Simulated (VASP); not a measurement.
Here is the system:

```xyz
2
Lattice="0.0000 2.8148 2.8148 2.8148 0.0000 2.8148 2.8148 2.8148 0.0000" Properties=species:S:1:pos:R:3 pbc="T T T"
Pb     0.0000     0.0000     0.0000
Te     2.8148     2.8148     2.8148
```

Level of theory: PBEsol GGA, VASP's PBE PAW potentials (set 64) (plane waves; VASP 6.6.1). Settings: 500 eV cut-off, 11×11×11 Γ-centred mesh, first-order Methfessel-Paxton smearing of 0.10 eV, potentials Pb_d Te.

Unless said otherwise, spin-orbit coupling is left out, though it shifts the bands of the heavy elements here.

Q: What does the run give for the energy per atom (σ→0), pressure, band gap (on the k-mesh) with the smallest direct gap where there is one?

A: 
The band gap (on the k-mesh) comes out as none (metal, semimetal or under 0.01 eV), the energy per atom (σ→0) comes out as -3.043 eV/atom and the pressure comes out as 45.09 GPa.

Total energies compare only between runs with the same potentials, cut-off and functional.

The structure was generated: PbTe was put into the rock salt type (Fm-3m), which need not be its known phase. It was relaxed first under an external pressure of 45 GPa.
